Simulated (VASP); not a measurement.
# HfTeSe5 (P3m1) in VASP: a series of runs

One crystal, HfTeSe5, is run at these levels: PBE; tasks: relaxation of cell and atoms.

Everything below comes from runs of VASP 6.6.1. Logs are shortened: lines on timing, memory, paths and dates and some standing lists are left out, and cuts for length are marked.

## (1) Starting point

Symmetry: P3m1, No. 156, trigonal system. Conventional cell: a = 3.802 Å, b = 3.802 Å, c = 15.910 Å, α = 90.00°, β = 90.00°, γ = 120.00°. Hf (site symmetry 3m) is surrounded by 6 Se at 2.70 Å. Te (site symmetry 3m) has 6 Se at 2.80 to 2.88 Å as nearest neighbours. Se (site symmetry 3m) has 3 Hf at 2.70 Å as nearest neighbours. Se (site symmetry 3m) is surrounded by 3 Hf at 2.70 Å. Se (site symmetry 3m) has 3 Te at 2.88 Å and 3 Se at 2.89 Å as nearest neighbours. Around Se (site symmetry 3m) lie 3 Te at 2.80 Å. Se (site symmetry 3m) has 3 Se at 2.89 Å as nearest neighbours.

The cell was built by a generator and needn't be a form met in nature.

## (2) Relaxation of cell and atoms, PBE

File INCAR:

```
ALGO = Normal ; EDIFF = 1E-6
EDIFFG = -0.01 ; ENCUT = 520
GGA = PE ; IBRION = 2
ISIF = 3 ; ISMEAR = 0
KPAR = 4 ; LASPH = True
LCHARG = False ; LREAL = False
LWAVE = False ; NELM = 120
NSW = 90 ; PREC = Accurate
SIGMA = 0.1
```

File KPOINTS:

```
k-points
0
Gamma
  10 10 2
```

File POSCAR:

```
HfTeSe5
1.0
    3.8021608300      0.0000000000      0.0000000000
   -1.9010804100      3.2927678700      0.0000000000
    0.0000000000      0.0000000000     15.9100000000
Hf Te Se
1 1 5
Direct
    0.0000000000      0.0000000000      0.9953488400
    0.0000000000      0.0000000000      0.4175361400
    0.3333333300      0.6666666700      0.0940289100
    0.6666666700      0.3333333300      0.8965430500
    0.3333333300      0.6666666700      0.5350722800
    0.6666666700      0.3333333300      0.3081081100
    0.0000000000      0.0000000000      0.6533626600
```

Potentials or basis: VASP PAW PBE potentials, release 64 (Hf_pv, Te, Se).

Started as:

```bash
cat potpaw_PBE.64/Hf_pv/POTCAR potpaw_PBE.64/Te/POTCAR potpaw_PBE.64/Se/POTCAR > POTCAR
mpirun -np 4 vasp_std > vasp.out
```

OUTCAR:

```text
EDIFF = 1E-6
   EDIFFG = -0.01
   ENCUT = 520
   GGA = PE
   IBRION = 2
   ISIF = 3
   ISMEAR = 0
   LASPH = True
   LREAL = False
   NELM = 120
   NSW = 90
   PREC = Accurate

 ion  position               nearest neighbor table
   1  0.000  0.000  0.995-   3 2.70   3 2.70   3 2.70   4 2.70   4 2.70   4 2.70
   2  0.000  0.000  0.418-   6 2.80   6 2.80   6 2.80   5 2.88   5 2.88   5 2.88
   3  0.333  0.667  0.094-   1 2.70   1 2.70   1 2.70
   4  0.667  0.333  0.897-   1 2.70   1 2.70   1 2.70
   5  0.333  0.667  0.535-   2 2.88   2 2.88   2 2.88
   6  0.667  0.333  0.308-   2 2.80   2 2.80   2 2.80
   7  0.000  0.000  0.653-

  LATTYP: Found a hexagonal cell.
 ALAT       =     3.8021608300
 C/A-ratio  =     4.1844626546

  Lattice vectors:

 A1 = (   3.8021608300,   0.0000000000,   0.0000000000)
 A2 = (  -1.9010804100,   3.2927678700,   0.0000000000)
 A3 = (   0.0000000000,   0.0000000000,  15.9100000000)

Analysis of symmetry for initial positions (statically):
=====================================================================
 Subroutine PRICEL returns:
 Original cell was already a primitive cell.

 Routine SETGRP: Setting up the symmetry group for a
 hexagonal supercell.

 Subroutine GETGRP returns: Found  6 space group operations
 (whereof  6 operations were pure point group operations)
 out of a pool of 24 trial point group operations.

The static configuration has the point symmetry C_3v.

Analysis of symmetry for dynamics (positions and initial velocities):
=====================================================================
 Subroutine PRICEL returns:
 Original cell was already a primitive cell.

 Routine SETGRP: Setting up the symmetry group for a
 hexagonal supercell.

 Subroutine GETGRP returns: Found  6 space group operations
 (whereof  6 operations were pure point group operations)
 out of a pool of 24 trial point group operations.

The dynamic configuration has the point symmetry C_3v.

 Subroutine INISYM returns: Found  6 space group operations
 (whereof  6 operations are pure point group operations),
 and found     1 'primitive' translations

----------------------------------------------------------------------------------------

                                     Primitive cell

  volume of cell :     199.1874

  direct lattice vectors                    reciprocal lattice vectors
     3.802160830  0.000000000  0.000000000     0.263008338  0.151847934  0.000000000
    -1.901080410  3.292767870  0.000000000     0.000000000  0.303695869  0.000000000
     0.000000000  0.000000000 15.910000000     0.000000000  0.000000000  0.062853551

  length of vectors
     3.802160830  3.802160829 15.910000000     0.303695869  0.303695869  0.062853551

  position of ions in fractional coordinates (direct lattice)
     0.000000000  0.000000000  0.995348840
     0.000000000  0.000000000  0.417536140
     0.333333330  0.666666670  0.094028910
     0.666666670  0.333333330  0.896543050
     0.333333330  0.666666670  0.535072280
     0.666666670  0.333333330  0.308108110
     0.000000000  0.000000000  0.653362660

  ion indices of the primitive-cell ions
   primitive index   ion index
                 1           1
                 2           2
                 3           3
                 4           4
                 5           5
                 6           6
                 7           7

----------------------------------------------------------------------------------------

 KPOINTS: k-points

Automatic generation of k-mesh.
 Grid dimensions read from file:
 generate k-points for:   10   10    2

 Generating k-lattice:

  Cartesian coordinates                     Fractional coordinates (reciprocal lattice)
     0.026300834  0.015184793  0.000000000     0.100000000  0.000000000  0.000000000
     0.000000000  0.030369587  0.000000000     0.000000000  0.100000000  0.000000000
     0.000000000  0.000000000  0.031426776     0.000000000  0.000000000  0.500000000

  Length of vectors
     0.030369587  0.030369587  0.031426776

  Shift w.r.t. Gamma in fractional coordinates (k-lattice)
     0.000000000  0.000000000  0.000000000

 Subroutine IBZKPT returns following result:
 ===========================================

 Found     28 irreducible k-points:

 Following reciprocal coordinates:
            Coordinates               Weight
  0.000000  0.000000  0.000000      1.000000
  0.100000 -0.000000  0.000000      6.000000
  0.200000 -0.000000  0.000000      6.000000
  0.300000  0.000000  0.000000      6.000000
  0.400000  0.000000  0.000000      6.000000
  0.500000  0.000000  0.000000      3.000000
[... 16 lines left out ...]
  0.300000  0.100000  0.500000     12.000000
  0.400000  0.100000  0.500000     12.000000
 [... further k-points ...]
   k-points           NKPTS =     28   k-points in BZ     NKDIM =     28   number of bands    NBANDS=     27
   number of dos      NEDOS =    301   number of ions     NIONS =      7
   total plane-waves  NPLWV =  94080
   dimension x,y,z NGX =    28 NGY =   28 NGZ =  120
   dimension x,y,z NGXF=    56 NGYF=   56 NGZF=  240
   ions per type =               1   1   5
   NGX,Y,Z   is equivalent  to a cutoff of  12.24, 12.24, 12.54 a.u.
   NGXF,Y,Z  is equivalent  to a cutoff of  24.49, 24.49, 25.08 a.u.
 SYSTEM =  unknown system
   PREC   = accura    normal or accurate (medium, high low for compatibility)
   ISTART =      0    job   : 0-new  1-cont  2-samecut
   ICHARG =      2    charge: 1-file 2-atom 10-const
   ISPIN  =      1    spin polarized calculation?
   LNONCOLLINEAR =      F non collinear calculations
   LSORBIT =      F    spin-orbit coupling
   LASPH  =      T    aspherical Exc in radial PAW
   ENCUT  =  520.0 eV  38.22 Ry    6.18 a.u.   7.07  7.07 29.58*2*pi/ulx,y,z
   NELM   =    120;   NELMIN=  2; NELMDL= -5     # of ELM steps
   EDIFF  = 0.1E-05   stopping-criterion for ELM
   LREAL  =      F    real-space projection
   EDIFFG = -.1E-01   stopping-criterion for IOM
   NSW    =     90    number of steps for IOM
   IBRION =      2    ionic relax: 0-MD 1-quasi-New 2-CG
   NFREE  =      1    steps in history (QN), initial steepest desc. (CG)
   ISIF   =      3    stress and relaxation
   ISYM   =      2    0-nonsym 1-usesym 2-fastsym
   POTIM  = 0.5000    time-step for ionic-motion
   TEBEG  =    0.0;   TEEND  =   0.0 temperature during run
   PSTRESS=    0.0 pullay stress
   NELECT =      46.0000    total number of electrons
   NUPDOWN=      -1.0000    fix difference up-down
   EMIN   =  10.00;   EMAX   =-10.00  energy-range for DOS
   EFERMI =   0.00;   METHOD = LEGACY
   ISMEAR =     0;   SIGMA  =   0.10  broadening in eV -4-tet -1-fermi 0-gaus
   EFERMI_NEDOS =   21; number of points for ismear=-14 and -15
   IALGO  =     38    algorithm
   IMIX   =      4    mixing-type and parameters
     AMIX     =   0.40;   BMIX     =  1.00
     AMIX_MAG =   1.60;   BMIX_MAG =  1.00
  volume/ion in A,a.u.               =      28.46       192.03
  Fermi-wavevector in a.u.,A,eV,Ry     =   1.004400  1.898041 13.725830  1.008820
  Thomas-Fermi vector in A             =   2.137014
   LORBIT       =      0    0 simple, 1 ext, 2 COOP (PROOUT), +10 PAW based schemes
   GGA     = PE    functional components
   LHFCALC =     F    Hartree Fock is set to
   AEXX    =    0.0000 exact exchange contribution
   IVDW    =     0    specifies the selected vdW correction
   LEPSILON=     F    determine dielectric tensor
   LRPA    =     F    only Hartree local field effects (RPA)
 conjugate gradient relaxation of ions
 non-spin polarized calculation
 Gauss-broadening in eV      SIGMA  =   0.10
  energy-cutoff  :      520.00
  volume of cell :      199.19
 maximum number of plane-waves:      5391
   NGX = 15   NGY = 15   NGZ = 59

--------------------------------------- Ionic step        1  -------------------------------------------

 number of electron      45.9999998 magnetization

 Free energy of the ion-electron system (eV)
  ---------------------------------------------------
  ext. energy  EPLUGINS =         0.00000000
  ---------------------------------------------------
  free energy    TOTEN  =       -32.84622097 eV

  energy without entropy =      -32.82206622  energy(sigma->0) =      -32.83414359

------------------------ aborting loop because EDIFF is reached ----------------------------------------

  FORCE on cell =-STRESS in cart. coord.  units (eV):
  Direction    XX          YY          ZZ          XY          YZ          ZX
  --------------------------------------------------------------------------------------
  -------------------------------------------------------------------------------------
  Total       -0.1972396     -0.1972396      0.9610293     -0.0000000      0.0000000      0.0000000
  in kB       -1.5865107     -1.5865107      7.7301054     -0.0000000      0.0000000      0.0000000
  external PRESSURE =       1.5190280 kB  Pullay stress =       0.0000000 kB
[... 104 lines left out ...]
  FREE ENERGIE OF THE ION-ELECTRON SYSTEM (eV)
  ---------------------------------------------------
  free  energy   TOTEN  =       -32.8791701682 eV

  energy  without entropy=      -32.8557875006  energy(sigma->0) =      -32.86747883

[... ionic steps 4 to 23 ...]

--------------------------------------- Ionic step       24  -------------------------------------------

 number of electron      45.9999998 magnetization

------------------------ aborting loop because EDIFF is reached ----------------------------------------

  FORCE on cell =-STRESS in cart. coord.  units (eV):
  Direction    XX          YY          ZZ          XY          YZ          ZX
  --------------------------------------------------------------------------------------
  -------------------------------------------------------------------------------------
  Total        0.0007712      0.0007712      0.0315725      0.0000000      0.0000000      0.0000000
  in kB        0.0061299      0.0061299      0.2509562      0.0000000      0.0000000      0.0000000
  external PRESSURE =       0.0877387 kB  Pullay stress =       0.0000000 kB
[... 67 lines left out ...]
  energy  without entropy=      -32.8708387619  energy(sigma->0) =      -32.88232708

--------------------------------------- Ionic step       26  -------------------------------------------

 number of electron      45.9999998 magnetization

 Free energy of the ion-electron system (eV)
  ---------------------------------------------------
  ext. energy  EPLUGINS =         0.00000000
  ---------------------------------------------------
  free energy    TOTEN  =       -32.89383126 eV

  energy without entropy =      -32.87084996  energy(sigma->0) =      -32.88234061

 E-fermi :   3.1116     XC(G=0):  -8.8439

 val. band max:        3.0715976580   @ k =   0.4000   0.0000   0.0000
 cond. band min:       3.1331042226   @ k =   0.2000   0.2000   0.0000
 fundamental gap:      0.0615065646
 Fermi energy:         3.1115642763

 k-point     1 :       0.0000    0.0000    0.0000
  band No.  band energies     occupation
      1     -28.5081      2.00000
      2     -28.4440      2.00000
      3     -28.4440      2.00000
      4     -12.2896      2.00000
      5     -11.0961      2.00000
      6     -10.4570      2.00000
[... 709 lines left out ...]
     26       4.7136      0.00000
     27       4.8442      0.00000

 [... further k-points ...]
[... 5 lines left out ...]
  --------------------------------------------------------------------------------------
  -------------------------------------------------------------------------------------
  Total        0.0105300      0.0105300     -0.0040494      0.0000000      0.0000000     -0.0000000
  in kB        0.0835827      0.0835827     -0.0321425      0.0000000      0.0000000     -0.0000000
  external PRESSURE =       0.0450076 kB  Pullay stress =       0.0000000 kB
[... 22 lines left out ...]
  FREE ENERGIE OF THE ION-ELECTRON SYSTEM (eV)
  ---------------------------------------------------
  free  energy   TOTEN  =       -32.8938312616 eV

  energy  without entropy=      -32.8708499598  energy(sigma->0) =      -32.88234061

 reached required accuracy - stopping structural energy minimisation
```

It took 13 min on 4 MPI ranks of Intel Xeon Platinum 8259CL at 2.50GHz (Skylake/Cascade Lake), shared host; peak memory 0.43 GiB.

What came out:

* Free energy: -32.8938 eV
* Relaxed volume: 28.84 Å³/atom
* Relaxed cell: a = 3.775 Å, b = 3.775 Å, c = 16.359 Å, α = 90.00°, β = 90.00°, γ = 120.00°
* Space group after relaxing (to 0.05 Å): P3m1 (No. 156)
* Energy gained by relaxing: 6.8 meV/atom
* Ionic steps: 26
* Pressure after relaxing: 0.0 GPa
* Largest force after relaxing: 0.008 eV/Å
* Band gap on the k mesh: none (metal or under the smearing width)

Forces on the atoms (eV/Å):
```
Hf   0.000  0.000 -0.004
Te   0.000  0.000  0.005
Se   0.000  0.000 -0.008
Se   0.000  0.000  0.004
Se   0.000  0.000  0.004
Se   0.000  0.000 -0.008
Se   0.000  0.000  0.006
```

The path:
```csv
step,energy change (eV),largest force (eV/Å),pressure (GPa),volume (Å³)
1,0.0000,0.5320,0.15,199.19
2,-0.0255,0.3421,-0.22,199.96
3,-0.0329,0.2884,-0.52,200.65
4,-0.0428,0.1719,0.39,197.98
5,-0.0432,0.1804,0.25,198.40
6,-0.0465,0.0303,0.03,199.16
7,-0.0465,0.0400,0.01,199.24
8,-0.0466,0.0155,0.00,199.33
9,-0.0466,0.0172,0.00,199.34
10,-0.0467,0.0147,0.02,199.38
11,-0.0467,0.0151,0.01,199.49
12,-0.0468,0.0224,0.04,199.72
13,-0.0468,0.0264,0.05,199.83
14,-0.0469,0.0265,0.06,199.86
15,-0.0469,0.0240,0.04,199.93
16,-0.0470,0.0207,0.02,200.08
17,-0.0470,0.0137,-0.02,200.37
18,-0.0470,0.0158,-0.10,200.96
19,-0.0471,0.0151,-0.08,200.76
20,-0.0471,0.0129,-0.07,200.82
21,-0.0473,0.0105,-0.04,201.00
22,-0.0475,0.0328,0.01,201.36
23,-0.0475,0.0380,0.01,201.43
24,-0.0476,0.0243,0.01,201.57
25,-0.0476,0.0115,0.00,201.83
26,-0.0476,0.0076,0.00,201.85
```

Final structure:
```xyz
7
Lattice="3.7746 0.0000 0.0000 -1.8873 3.2689 0.0000 0.0000 0.0000 16.3591" Properties=species:S:1:pos:R:3 pbc="T T T"
Hf    3.7746    0.0000   16.2451
Te    0.0000    0.0000    6.8779
Se    0.0000    2.1792    1.4621
Se    1.8873    1.0896   14.6771
Se    0.0000    2.1792    8.8447
Se    1.8873    1.0896    5.0440
Se   -1.8873    3.2689   10.6497
```

Caveat: this functional lacks dispersion, which binds the layers, so the pressure and a relaxed spacing across them are unreliable.

## (3) Relaxation of cell and atoms, PBE

This run uses another cell than the first one, of 28.84 Å³/atom, 1.013 times its volume.

File INCAR:

```
ALGO = Normal ; EDIFF = 1E-7
EDIFFG = -0.005 ; ENCUT = 520
GGA = PE ; IBRION = 2
ISIF = 3 ; ISMEAR = 0
KPAR = 4 ; LASPH = True
LCHARG = False ; LREAL = False
LWAVE = False ; NELM = 120
NSW = 60 ; POTIM = 0.3
PREC = Accurate ; SIGMA = 0.1
```

KPOINTS is that of step 2.

File POSCAR:

```
HfTeSe5                                 
1.0
    3.7745517937     -0.0000000000      0.0000000000
   -1.8872758919      3.2688577431     -0.0000000000
    0.0000000000     -0.0000000000     16.3591275877
  Hf              Te              Se            
     1     1     5
Direct
     1.0000000000000000    0.0000000000000000    0.9930307268656189
     0.0000000000000000    0.0000000000000000    0.4204296525649897
     0.3333333300000021    0.6666666699999979    0.0893743384872092
     0.6666666699999979    0.3333333300000021    0.8971817316655382
     0.3333333300000021    0.6666666699999979    0.5406590281986856
     0.6666666699999979    0.3333333300000021    0.3083323303015449
     0.0000000000000000    1.0000000000000000    0.6509921819164106
```

Potentials or basis: VASP PAW PBE potentials, release 64 (Hf_pv, Te, Se).

Started as:

```bash
cat potpaw_PBE.64/Hf_pv/POTCAR potpaw_PBE.64/Te/POTCAR potpaw_PBE.64/Se/POTCAR > POTCAR
mpirun -np 4 vasp_std > vasp.out
```

Wall time 2.8 min (4 MPI ranks of Intel Xeon Platinum 8259CL at 2.50GHz (Skylake/Cascade Lake), shared host); peak memory 0.42 GiB.

It converged, with:

```yaml
Free_energy: -32.8940 eV
Relaxed_volume: 28.84 Å³/atom
Relaxed_cell: a = 3.775 Å, b = 3.775 Å, c = 16.358 Å, α = 90.00°, β = 90.00°, γ = 120.00°
Space_group_after_relaxing_to_0.05_Å: P3m1 (No. 156)
Energy_gained_by_relaxing: 0.0 meV/atom
Ionic_steps: 3
Pressure_after_relaxing: 0.0 GPa
Largest_force_after_relaxing: 0.005 eV/Å
Band_gap_on_the_k_mesh: none (metal or under the smearing width)
```

Forces in eV/Å, atoms in the order of the input:
```
Hf   0.000  0.000  0.000
Te   0.000  0.000 -0.005
Se   0.000  0.000 -0.004
Se   0.000  0.000 -0.003
Se   0.000  0.000  0.005
Se   0.000  0.000  0.003
Se   0.000  0.000  0.005
```

Final structure:
```
CELL_PARAMETERS angstrom
3.77517 0.00000 0.00000
-1.88758 3.26939 0.00000
0.00000 0.00000 16.35760
ATOMIC_POSITIONS crystal
Hf 0.00000 0.00000 0.99300
Te 0.00000 0.00000 0.42046
Se 0.33333 0.66667 0.08932
Se 0.66667 0.33333 0.89721
Se 0.33333 0.66667 0.54069
Se 0.66667 0.33333 0.30828
Se 0.00000 0.00000 0.65104
```

Levels at points of the mesh, in eV from the Fermi level:
```
           k point  band 21  band 22  band 23  band 24  band 25  band 26
(0.00, 0.00, 0.00)    -0.36    -0.31     0.26     0.26     1.04     1.04
(0.50, 0.00, 0.00)    -1.52    -0.76    -0.47    -0.09     0.30     1.37
(0.00, 0.00, 0.50)    -0.36    -0.14     0.26     0.26     1.04     1.04
(0.50, 0.00, 0.50)    -1.52    -0.80    -0.48    -0.09     0.32     1.37
```

Caveat: this functional lacks dispersion, which binds the layers, so the pressure and a relaxed spacing across them are unreliable. The run has no spin-orbit coupling, so splittings on Hf, Te are missing.
